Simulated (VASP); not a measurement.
Consider the following.

```xyz
5
Lattice="4.0413 0.0000 0.0000 -2.0206 3.4998 0.0000 0.0000 0.0000 6.7750" Properties=species:S:1:pos:R:3 pbc="T T T"
Na     0.0000     2.3332     6.6019
Li     2.0206     1.1666     4.5047
Cd     0.0000     0.0000     2.5689
S      2.0206     1.1666     1.6110
S      0.0000     0.0000     5.0386
```

Method: LDA (Ceperley-Alder, Perdew-Zunger), VASP's LDA PAW potentials (set 64) (plane waves; VASP 6.6.1). Run with 520 eV cut-off, 11×11×6 Γ-centred mesh, Gaussian smearing of 0.010 eV, potentials Na_pv Li_sv Cd S.

Q: Estimate the energy per atom (σ→0).

A: 
```json
{
  "energy per atom (σ→0)": "-3.909 eV/atom"
}
```

The structure comes from a computed database's NaLiCdS2 entry (P3m1); how it stands against other phases isn't given here. It was relaxed first, which changed the volume by -9 %.
